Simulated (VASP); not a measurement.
All values below come from optB86b-vdW, VASP's PBE PAW potentials (set 64) (plane waves; VASP).

The input files of a VASP run:

### INCAR
```
LASPH = .True.   # aspherical one-centre terms
LUSE_VDW = .True.
NELM = 100
PREC = Accurate
NSW = 30
AGGAC = 0.0
EDIFFG = -0.01   # ionic stop
LWAVE = .False.
GGA = MK
IBRION = 2   # conjugate gradients
ISIF = 4
LMAXMIX = 4   # l cut-off of mixed one-centre charges
PARAM1 = 0.1234
LCHARG = .False.
EDIFF = 1E-7   # SCF stop (eV)
SYSTEM = Se
ENCUT = 520   # plane-wave cut-off (eV)
PARAM2 = 1.0
ALGO = Normal   # blocked Davidson
SIGMA = 0.05   # width (eV)
ISMEAR = 0   # Gaussian
LREAL = .False.   # projection in real space or not
```

### POSCAR
```
Se
1
    2.0352821573    -3.5252120924     0.0000000000
    2.0352821573     3.5252120924     0.0000000000
    0.0000000000     0.0000000000     5.1127934442
Se
3
Direct
  0.0000000000   0.2461549604   0.6666670000
  0.7538450396   0.7538450396   0.0000000000
  0.2461549604   0.0000000000   0.3333330000
```

KPOINTS:
```
Automatic mesh
0
Gamma
6 6 5
0 0 0
```

POTCAR, in this order: Se (PBE.64 set). Program: vasp_std.

Output of the run:

File OUTCAR:
```
 ion  position               nearest neighbor table
   1  0.000  0.246  0.667-   2 2.43   3 2.43
   2  0.754  0.754  0.000-   1 2.43   3 2.43
   3  0.246  0.000  0.333-   2 2.43   1 2.43
  LATTYP: Found a hexagonal cell.
 ALAT       =     4.0705643044
 C/A-ratio  =     1.2560404558
 Subroutine PRICEL returns:
 Original cell was already a primitive cell.
 Subroutine GETGRP returns: Found  6 space group operations
The static configuration has the point symmetry C_2 .
 The point group associated with its full space group is D_3 .
The dynamic configuration has the point symmetry C_2 .
 Subroutine INISYM returns: Found  6 space group operations
 Subroutine IBZKPT returns following result:
 Found     27 irreducible k-points:

 Following reciprocal coordinates:
            Coordinates               Weight
  0.000000  0.000000  0.000000      1.000000
  0.166667 -0.000000  0.000000      6.000000
  0.333333  0.000000  0.000000      6.000000
  0.500000  0.000000  0.000000      3.000000
  0.166667  0.166667  0.000000      6.000000
  0.333333  0.166667  0.000000     12.000000
  0.333333  0.333333  0.000000      2.000000
  0.000000  0.000000  0.200000      2.000000
  0.166667 -0.000000  0.200000      6.000000
 -0.000000  0.166667  0.200000      6.000000
  0.333333  0.000000  0.200000      6.000000
  0.000000  0.333333  0.200000      6.000000
  0.500000  0.000000  0.200000      6.000000
  0.166667  0.166667  0.200000     12.000000
  0.333333  0.166667  0.200000     12.000000
 -0.166667  0.500000  0.200000     12.000000
  0.333333  0.333333  0.200000      4.000000
  0.000000  0.000000  0.400000      2.000000
  0.166667 -0.000000  0.400000      6.000000
 -0.000000  0.166667  0.400000      6.000000
  0.333333  0.000000  0.400000      6.000000
...
```

**OSZICAR**
```
       N       E                     dE             d eps       ncg     rms          rms(c)
DAV:   1     0.961572231661E+02    0.96157E+02   -0.74708E+03   702   0.117E+03
DAV:   2     0.686466981052E+00   -0.95471E+02   -0.91416E+02   944   0.181E+02
DAV:   3    -0.585983335749E+01   -0.65463E+01   -0.65041E+01   817   0.546E+01
DAV:   4    -0.592430820082E+01   -0.64475E-01   -0.64387E-01   812   0.636E+00
DAV:   5    -0.592483143324E+01   -0.52323E-03   -0.52320E-03   852   0.554E-01    0.685E+00
DAV:   6    -0.587599346222E+01    0.48838E-01   -0.38119E-02   757   0.144E+00    0.424E+00
DAV:   7    -0.586310803861E+01    0.12885E-01   -0.73596E-02   742   0.198E+00    0.198E-01
DAV:   8    -0.586228756667E+01    0.82047E-03   -0.10959E-02   712   0.760E-01    0.115E-01
DAV:   9    -0.586237133488E+01   -0.83768E-04   -0.31747E-04   892   0.143E-01    0.362E-02
DAV:  10    -0.586239394022E+01   -0.22605E-04   -0.47986E-05   757   0.599E-02    0.989E-03
DAV:  11    -0.586239570817E+01   -0.17680E-05   -0.10221E-05   822   0.225E-02    0.443E-03
DAV:  12    -0.586239511082E+01    0.59735E-06   -0.22120E-06   772   0.109E-02    0.310E-03
DAV:  13    -0.586239495930E+01    0.15151E-06   -0.36984E-07   792   0.403E-03    0.378E-04
DAV:  14    -0.586239492302E+01    0.36283E-07   -0.31934E-08   401   0.133E-03
   1 F= -.58623949E+01 E0= -.58623949E+01  d E =-.586239E+01
       N       E                     dE             d eps       ncg     rms          rms(c)
DAV:   1    -0.586722538916E+01   -0.48304E-02   -0.40866E-01   702   0.395E+00    0.333E-01
DAV:   2    -0.586892280018E+01   -0.16974E-02   -0.20423E-02   812   0.957E-01    0.885E-02
DAV:   3    -0.586876786880E+01    0.15493E-03   -0.26088E-04   772   0.126E-01    0.496E-02
DAV:   4    -0.586874144043E+01    0.26428E-04   -0.18967E-04   802   0.915E-02    0.148E-02
DAV:   5    -0.586874220856E+01   -0.76813E-06   -0.27701E-05   702   0.376E-02    0.726E-03
DAV:   6    -0.586874192323E+01    0.28533E-06   -0.19314E-06   762   0.108E-02    0.288E-03
DAV:   7    -0.586874190229E+01    0.20940E-07   -0.16405E-07   655   0.348E-03
   2 F= -.58687419E+01 E0= -.58687419E+01  d E =-.634698E-02
       N       E                     dE             d eps       ncg     rms          rms(c)
DAV:   1    -0.586899575560E+01   -0.25383E-03   -0.43987E-01   702   0.409E+00    0.337E-01
DAV:   2    -0.587084483433E+01   -0.18491E-02   -0.22013E-02   807   0.993E-01    0.912E-02
DAV:   3    -0.587068486532E+01    0.15997E-03   -0.26828E-04   772   0.129E-01    0.513E-02
DAV:   4    -0.587065684240E+01    0.28023E-04   -0.19958E-04   807   0.942E-02    0.149E-02
DAV:   5    -0.587065782136E+01   -0.97897E-06   -0.29723E-05   702   0.389E-02    0.751E-03
DAV:   6    -0.587065751979E+01    0.30157E-06   -0.19972E-06   752   0.111E-02    0.305E-03
DAV:   7    -0.587065750067E+01    0.19119E-07   -0.16860E-07   666   0.353E-03
   3 F= -.58706575E+01 E0= -.58706575E+01  d E =-.826258E-02
       N       E                     dE             d eps       ncg     rms          rms(c)
DAV:   1    -0.587066067472E+01   -0.31549E-05   -0.20262E-03   702   0.278E-01    0.234E-02
DAV:   2    -0.587066965664E+01   -0.89819E-05   -0.10044E-04   807   0.672E-02    0.612E-03
DAV:   3    -0.587066928872E+01    0.36792E-06   -0.11915E-06   767   0.858E-03    0.342E-03
DAV:   4    -0.587066952907E+01   -0.24034E-06   -0.87473E-07   797   0.623E-03    0.979E-04
DAV:   5    -0.587066963786E+01   -0.10880E-06   -0.12098E-07   361   0.254E-03    0.446E-04
DAV:   6    -0.587066964718E+01   -0.93162E-08   -0.97974E-09   351   0.856E-04
   4 F= -.58706696E+01 E0= -.58706696E+01  d E =-.827472E-02
       N       E                     dE             d eps       ncg     rms          rms(c)
DAV:   1    -0.587074740889E+01   -0.77771E-04   -0.30052E-03   707   0.339E-01    0.298E-02
DAV:   2    -0.587073270136E+01    0.14708E-04   -0.72528E-05   822   0.589E-02    0.158E-02
DAV:   3    -0.587072763851E+01    0.50628E-05   -0.16086E-05   777   0.269E-02    0.402E-03
DAV:   4    -0.587072785509E+01   -0.21657E-06   -0.17346E-06   752   0.935E-03    0.204E-03
DAV:   5    -0.587072787205E+01   -0.16965E-07   -0.38927E-08   366   0.158E-03
   5 F= -.58707279E+01 E0= -.58707279E+01  d E =-.582249E-04
```

### OUTCAR
```
------------------------ aborting loop because EDIFF is reached ----------------------------------------
  FORCE on cell =-STRESS in cart. coord.  units (eV):
  Direction    XX          YY          ZZ          XY          YZ          ZX
  --------------------------------------------------------------------------------------
  Total        0.3610345      0.3610345      0.4015660      0.0000000      0.0000000      0.0000000
  in kB        7.8842645      7.8842644      8.7693909      0.0000000      0.0000000      0.0000000
  external PRESSURE =       8.1793066 kB  Pullay stress =       0.0000000 kB
  volume of cell :       73.37
      direct lattice vectors                 reciprocal lattice vectors
     2.025812605 -3.508810346  0.000000000     0.246814537 -0.142498440 -0.000000000
     2.025812605  3.508810346 -0.000000000     0.246814537  0.142498440  0.000000000
     0.000000000 -0.000000000  5.160704119     0.000000000  0.000000000  0.193772008
 POSITION                                       TOTAL-FORCE (eV/Angst)
 -----------------------------------------------------------------------------------
      2.53469     -2.62741      3.44047        -0.002984     -0.005168      0.000000
      3.03387     -0.00000      5.16070         0.005967      0.000000      0.000000
      2.53469      2.62741      1.72023        -0.002984      0.005168     -0.000000
 -----------------------------------------------------------------------------------
    total drift:                               -0.000228     -0.000434      0.000011
  FREE ENERGIE OF THE ION-ELECTRON SYSTEM (eV)
  ---------------------------------------------------
  free  energy   TOTEN  =        -5.8707278721 eV

  energy  without entropy=       -5.8707278721  energy(sigma->0) =       -5.87072787

 reached required accuracy - stopping structural energy minimisation
```
(Selected blocks of OUTCAR.)

### CONTCAR
```
Se
   1.00000000000000
     2.0258126051160863   -3.5088103461727393    0.0000000000000000
     2.0258126051160863    3.5088103461727393   -0.0000000000000000
     0.0000000000000000   -0.0000000000000000    5.1607041186969074
  Se
     3
Direct
     0.9999999999998960    0.2511968659987154    0.6666669999999968
     0.7488031340013886    0.7488031340013886    1.0000000000000000
     0.2511968659987154    0.9999999999998960    0.3333330000000032
```

The compound is Se in the trig structure. This cell is one point of a volume scan, at 0.97 of the reference volume. Symmetry was kept, so distortions that lower it aren't found.
